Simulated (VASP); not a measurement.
```
HfC
1.0
    0.00000     2.31714     2.31714
    2.31714     0.00000     2.31714
    2.31714     2.31714     0.00000
Hf C
1 1
Direct
  0.01017   0.99032   0.01428
  0.48983   0.50968   0.48572
```

All values below come from PBEsol GGA, VASP's PBE PAW potentials (set 64) (plane waves; VASP). Settings: 400 eV cut-off, 12×12×12 Γ-centred mesh, Gaussian smearing of 0.20 eV, potentials Hf_pv C.

Task: The ions are relaxed. Give the cell that the relaxation ends in.

Result: 
```
HfC
1.0
    0.00000     2.31714     2.31714
    2.31714     0.00000     2.31714
    2.31714     2.31714     0.00000
Hf C
1 1
Direct
  0.99992   0.00011   0.00018
  0.50008   0.49989   0.49982
```
Space group Fm-3m (225), at a tolerance of 0.03 Å.

Task: How much energy does the relaxation gain?

Result: The energy (σ→0) changes by -25.6 meV/atom, in 3 ionic steps.

The structure comes from a computed database's HfC entry; how it stands against other phases isn't given here. In the starting cell atoms are displaced from their ideal sites. This run relaxes the ions in a fixed cell. The run is one of a series of settings (EDIFFG = -0.03, IBRION = 2, NSW = 50 against the base run), some of them coarse on purpose.
